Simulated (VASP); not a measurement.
Calculation: PBE GGA, VASP's PBE PAW potentials (set 64) (plane waves; VASP).

Input for VASP

File POSCAR:
```
Al32O48
1.0
  9.1720659454  -4.8056377982  -0.0002045939
  9.1720659454   4.8056377982  -0.0002045939
  6.6543640380   0.0000000000   7.9334975445
Al O
32 48
Direct
  0.4260912903   0.4260912903   0.4260912903
  0.1760912903   0.1760912903   0.1760912903
  0.0739087097   0.0739087097   0.0739087097
  0.3239087097   0.3239087097   0.3239087097
  0.4260912903   0.4260912903   0.9260912903
  0.1760912903   0.1760912903   0.6760912903
  0.0739087097   0.0739087097   0.5739087097
  0.3239087097   0.3239087097   0.8239087097
  0.4260912903   0.9260912903   0.4260912903
  0.1760912903   0.6760912903   0.1760912903
  0.0739087097   0.5739087097   0.0739087097
  0.3239087097   0.8239087097   0.3239087097
  0.4260912903   0.9260912903   0.9260912903
  0.1760912903   0.6760912903   0.6760912903
  0.0739087097   0.5739087097   0.5739087097
  0.3239087097   0.8239087097   0.8239087097
  0.9260912903   0.4260912903   0.4260912903
  0.6760912903   0.1760912903   0.1760912903
  0.5739087097   0.0739087097   0.0739087097
  0.8239087097   0.3239087097   0.3239087097
  0.9260912903   0.4260912903   0.9260912903
  0.6760912903   0.1760912903   0.6760912903
  0.5739087097   0.0739087097   0.5739087097
  0.8239087097   0.3239087097   0.8239087097
  0.9260912903   0.9260912903   0.4260912903
  0.6760912903   0.6760912903   0.1760912903
  0.5739087097   0.5739087097   0.0739087097
  0.8239087097   0.8239087097   0.3239087097
  0.9260912903   0.9260912903   0.9260912903
  0.6760912903   0.6760912903   0.6760912903
  0.5739087097   0.5739087097   0.5739087097
  0.8239087097   0.8239087097   0.8239087097
  0.2216266968   0.0283733032   0.3750000000
  0.0283733032   0.3750000000   0.2216266968
  0.2783733032   0.4716266968   0.1250000000
  0.1250000000   0.2783733032   0.4716266968
  0.4716266968   0.1250000000   0.2783733032
  0.3750000000   0.2216266968   0.0283733032
  0.2216266968   0.0283733032   0.8750000000
  0.0283733032   0.3750000000   0.7216266968
  0.2783733032   0.4716266968   0.6250000000
  0.1250000000   0.2783733032   0.9716266968
  0.4716266968   0.1250000000   0.7783733032
  0.3750000000   0.2216266968   0.5283733032
  0.2216266968   0.5283733032   0.3750000000
  0.0283733032   0.8750000000   0.2216266968
  0.2783733032   0.9716266968   0.1250000000
  0.1250000000   0.7783733032   0.4716266968
  0.4716266968   0.6250000000   0.2783733032
  0.3750000000   0.7216266968   0.0283733032
  0.2216266968   0.5283733032   0.8750000000
  0.0283733032   0.8750000000   0.7216266968
  0.2783733032   0.9716266968   0.6250000000
  0.1250000000   0.7783733032   0.9716266968
  0.4716266968   0.6250000000   0.7783733032
  0.3750000000   0.7216266968   0.5283733032
  0.7216266968   0.0283733032   0.3750000000
  0.5283733032   0.3750000000   0.2216266968
  0.7783733032   0.4716266968   0.1250000000
  0.6250000000   0.2783733032   0.4716266968
  0.9716266968   0.1250000000   0.2783733032
  0.8750000000   0.2216266968   0.0283733032
  0.7216266968   0.0283733032   0.8750000000
  0.5283733032   0.3750000000   0.7216266968
  0.7783733032   0.4716266968   0.6250000000
  0.6250000000   0.2783733032   0.9716266968
  0.9716266968   0.1250000000   0.7783733032
  0.8750000000   0.2216266968   0.5283733032
  0.7216266968   0.5283733032   0.3750000000
  0.5283733032   0.8750000000   0.2216266968
  0.7783733032   0.9716266968   0.1250000000
  0.6250000000   0.7783733032   0.4716266968
  0.9716266968   0.6250000000   0.2783733032
  0.8750000000   0.7216266968   0.0283733032
  0.7216266968   0.5283733032   0.8750000000
  0.5283733032   0.8750000000   0.7216266968
  0.7783733032   0.9716266968   0.6250000000
  0.6250000000   0.7783733032   0.9716266968
  0.9716266968   0.6250000000   0.7783733032
  0.8750000000   0.7216266968   0.5283733032
```

**INCAR**
```
# general
SYSTEM = Al32O48
PREC   = Normal
ENCUT  = 400
LREAL  = Auto
LASPH  = .True.

# electronic loop
EDIFF  = 1E-6
NELM   = 100
NELMIN = 4
ALGO   = Fast

# smearing
ISMEAR = 0
SIGMA  = 0.05

# functional
GGA    = PE

# output
LWAVE  = .False.
LCHARG = .False.
LORBIT = 11
LVHAR  = .True.
```

### KPOINTS
```
Automatic
0
G
 1 1 1
0 0 0
```

POTCAR, in this order: Al O (PBE.64 set). Program: vasp_gam. Read from the step before: WAVECAR.

Output of the run:

OSZICAR:
```
       N       E                     dE             d eps       ncg     rms          rms(c)
DAV:   1    -0.599200503291E+03   -0.59920E+03   -0.99700E-06   516   0.611E-03    0.231E-03
RMM:   2    -0.599200503273E+03    0.18259E-07   -0.62038E-07   297   0.174E-03    0.153E-03
RMM:   3    -0.599200503266E+03    0.62646E-08   -0.80433E-08   308   0.670E-04    0.515E-04
RMM:   4    -0.599200503277E+03   -0.10794E-07   -0.82740E-09   181   0.345E-04
   1 F= -.59920050E+03 E0= -.59920050E+03  d E =-.187353E-12
```

OUTCAR:
```
------------------------ aborting loop because EDIFF is reached ----------------------------------------
  FORCE on cell =-STRESS in cart. coord.  units (eV):
  Direction    XX          YY          ZZ          XY          YZ          ZX
  --------------------------------------------------------------------------------------
  Total      -27.7138807    -26.4984970    -26.6208898     -0.0000000     -0.0000000     -0.3856944
  in kB      -63.4873077    -60.7030912    -60.9834703     -0.0000000     -0.0000000     -0.8835535
  external PRESSURE =     -61.7246230 kB  Pullay stress =       0.0000000 kB
  volume of cell :      699.39
      direct lattice vectors                 reciprocal lattice vectors
     9.172065945 -4.805637798 -0.000204594     0.054512326 -0.104044462 -0.045723195
     9.172065945  4.805637798 -0.000204594     0.054512326  0.104044462 -0.045723195
     6.654364038  0.000000000  7.933497544     0.000002812  0.000000000  0.126045453
 POSITION                                       TOTAL-FORCE (eV/Angst)
 -----------------------------------------------------------------------------------
     10.65164      0.00000      3.38022         0.001343     -0.000000      0.000426
      4.40202      0.00000      1.39695         0.001343     -0.000000      0.000426
      1.84761      0.00000      0.58632        -0.001343     -0.000000     -0.000426
      8.09723      0.00000      2.56960        -0.001343     -0.000000     -0.000426
     13.97882      0.00000      7.34697         0.001343     -0.000000      0.000426
      7.72920      0.00000      5.36370         0.001343     -0.000000      0.000426
      5.17479      0.00000      4.55307        -0.001343     -0.000000     -0.000426
     11.42441      0.00000      6.53635        -0.001343     -0.000000     -0.000426
     15.23767      2.40282      3.38012         0.001343     -0.000000      0.000426
      8.98805      2.40282      1.39685         0.001343     -0.000000      0.000426
      6.43364      2.40282      0.58622        -0.001343     -0.000000     -0.000426
     12.68326      2.40282      2.56949        -0.001343     -0.000000     -0.000426
     18.56486      2.40282      7.34687         0.001343     -0.000000      0.000426
     12.31523      2.40282      5.36359         0.001343     -0.000000      0.000426
      9.76082      2.40282      4.55297        -0.001343     -0.000000     -0.000426
     16.01045      2.40282      6.53624        -0.001343     -0.000000     -0.000426
     15.23767     -2.40282      3.38012         0.001343     -0.000000      0.000426
      8.98805     -2.40282      1.39685         0.001343     -0.000000      0.000426
      6.43364     -2.40282      0.58622        -0.001343     -0.000000     -0.000426
     12.68326     -2.40282      2.56949        -0.001343     -0.000000     -0.000426
     18.56486     -2.40282      7.34687         0.001343     -0.000000      0.000426
     12.31523     -2.40282      5.36359         0.001343     -0.000000      0.000426
      9.76082     -2.40282      4.55297        -0.001343     -0.000000     -0.000426
     16.01045     -2.40282      6.53624        -0.001343     -0.000000     -0.000426
     19.82371      0.00000      3.38002         0.001343     -0.000000      0.000426
     13.57408      0.00000      1.39674         0.001343     -0.000000      0.000426
     11.01967      0.00000      0.58612        -0.001343     -0.000000     -0.000426
     17.26930      0.00000      2.56939        -0.001343     -0.000000     -0.000426
     23.15089      0.00000      7.34676         0.001343     -0.000000      0.000426
     16.90127      0.00000      5.36349         0.001343     -0.000000      0.000426
     14.34685      0.00000      4.55287        -0.001343     -0.000000     -0.000426
     20.59648      0.00000      6.53614        -0.001343     -0.000000     -0.000426
      4.78840     -0.92871      2.97501        -0.000000     -0.009062      0.000000
      5.17455      1.66576      1.75819        -0.002374      0.004531      0.007480
      7.71084      0.92871      0.99153         0.000000      0.009062      0.000000
      6.83814      0.73706      3.74157        -0.002374     -0.004531      0.007480
      7.32470     -1.66576      2.20835         0.002374     -0.004531     -0.007480
      5.66111     -0.73706      0.22498         0.002374      0.004531     -0.007480
      8.11559     -0.92871      6.94176        -0.000000     -0.009062      0.000000
      8.50173      1.66576      5.72494        -0.002374      0.004531      0.007480
     11.03803      0.92871      4.95828         0.000000      0.009062      0.000000
     10.16532      0.73706      7.70832        -0.002374     -0.004531      0.007480
     10.65188     -1.66576      6.17510         0.002374     -0.004531     -0.007480
      8.98829     -0.73706      4.19173         0.002374      0.004531     -0.007480
      9.37444      1.47411      2.97491         0.000000     -0.009062      0.000000
      9.76058      4.06858      1.75809        -0.002374      0.004531      0.007480
     12.29688      3.33152      0.99143        -0.000000      0.009062      0.000000
     11.42418      3.13988      3.74146        -0.002374     -0.004531      0.007480
     11.91073      0.73706      2.20825         0.002374     -0.004531     -0.007480
     10.24714      1.66576      0.22488         0.002374      0.004531     -0.007480
     12.70162      1.47411      6.94166        -0.000000     -0.009062      0.000000
     13.08777      4.06858      5.72484        -0.002374      0.004531      0.007480
     15.62406      3.33152      4.95818        -0.000000      0.009062      0.000000
     14.75136      3.13988      7.70821        -0.002374     -0.004531      0.007480
     15.23791      0.73706      6.17500         0.002374     -0.004531     -0.007480
     13.57432      1.66576      4.19162         0.002374      0.004531     -0.007480
      9.37444     -3.33152      2.97491        -0.000000     -0.009062      0.000000
      9.76058     -0.73706      1.75809        -0.002374      0.004531      0.007480
     12.29688     -1.47411      0.99143        -0.000000      0.009062      0.000000
     11.42418     -1.66576      3.74146        -0.002374     -0.004531      0.007480
     11.91073     -4.06858      2.20825         0.002374     -0.004531     -0.007480
     10.24714     -3.13988      0.22488         0.002374      0.004531     -0.007480
     12.70162     -3.33152      6.94166         0.000000     -0.009062      0.000000
     13.08777     -0.73706      5.72484        -0.002374      0.004531      0.007480
     15.62406     -1.47411      4.95818         0.000000      0.009062      0.000000
     14.75136     -1.66576      7.70821        -0.002374     -0.004531      0.007480
     15.23791     -4.06858      6.17500         0.002374     -0.004531     -0.007480
     13.57432     -3.13988      4.19162         0.002374      0.004531     -0.007480
     13.96047     -0.92871      2.97481        -0.000000     -0.009062      0.000000
     14.34662      1.66576      1.75799        -0.002374      0.004531      0.007480
     16.88291      0.92871      0.99133         0.000000      0.009062      0.000000
     16.01021      0.73706      3.74136        -0.002374     -0.004531      0.007480
     16.49676     -1.66576      2.20815         0.002374     -0.004531     -0.007480
     14.83317     -0.73706      0.22477         0.002374      0.004531     -0.007480
     17.28765     -0.92871      6.94155        -0.000000     -0.009062      0.000000
     17.67380      1.66576      5.72474        -0.002374      0.004531      0.007480
     20.21009      0.92871      4.95808         0.000000      0.009062      0.000000
     19.33739      0.73706      7.70811        -0.002374     -0.004531      0.007480
     19.82394     -1.66576      6.17490         0.002374     -0.004531     -0.007480
     18.16035     -0.73706      4.19152         0.002374      0.004531     -0.007480
 -----------------------------------------------------------------------------------
    total drift:                                0.000000      0.000000      0.000000
  FREE ENERGIE OF THE ION-ELECTRON SYSTEM (eV)
  ---------------------------------------------------
  free  energy   TOTEN  =      -599.2005032771 eV

  energy  without entropy=     -599.2005032771  energy(sigma->0) =     -599.20050328

 total charge

# of ion       s       p       d       tot
------------------------------------------
    1        0.306   0.386   0.000   0.692
    2        0.306   0.386   0.000   0.692
    3        0.306   0.386   0.000   0.692
    4        0.306   0.386   0.000   0.692
...
```
(Selected blocks of OUTCAR.)

**OUTCAR**
```
 val. band max:        5.8323976382   @ k =   0.0000   0.0000   0.0000

 cond. band min:      11.6935418031   @ k =   0.0000   0.0000   0.0000


 Fermi energy:         6.0860596065

 k-point     1 :       0.0000    0.0000    0.0000
  band No.  band energies     occupation
      1     -13.2026      2.00000
      2     -12.2431      2.00000
      3     -12.2431      2.00000
      4     -12.0987      2.00000
      5     -12.0987      2.00000
      6     -12.0987      2.00000
      7     -12.0987      2.00000
      8     -12.0987      2.00000
      9     -12.0987      2.00000
     10     -12.0815      2.00000
     11     -12.0815      2.00000
     12     -12.0815      2.00000
     13     -11.4530      2.00000
     14     -11.4530      2.00000
     15     -11.4530      2.00000
     16     -11.2342      2.00000
     17     -11.2342      2.00000
     18     -11.2342      2.00000
     19     -11.0654      2.00000
     20     -11.0654      2.00000
     21     -11.0654      2.00000
     22     -10.9738      2.00000
     23     -10.8333      2.00000
     24     -10.8333      2.00000
     25     -10.8333      2.00000
     26     -10.7271      2.00000
     27     -10.7271      2.00000
     28     -10.7271      2.00000
     29     -10.7271      2.00000
     30     -10.7271      2.00000
     31     -10.7271      2.00000
     32     -10.7152      2.00000
     33     -10.7152      2.00000
     34     -10.6023      2.00000
     35     -10.6023      2.00000
     36     -10.6023      2.00000
     37     -10.6023      2.00000
     38     -10.6023      2.00000
     39     -10.6023      2.00000
     40     -10.5801      2.00000
     41     -10.5801      2.00000
     42     -10.5801      2.00000
     43     -10.5801      2.00000
     44     -10.4109      2.00000
     45     -10.4109      2.00000
     46     -10.3675      2.00000
     47     -10.3675      2.00000
     48     -10.3675      2.00000
     49      -0.9387      2.00000
     50      -0.4651      2.00000
     51      -0.4651      2.00000
...
```

At this cut-off the stress carries a Pulay error, which pulls relaxed volumes low. The supercell is sampled at Γ alone, which is coarse: total energies, pressure and levels can be off, energies of defects by several tenths of an eV.

The cell is a supercell, built from Al2O3 (corundum).
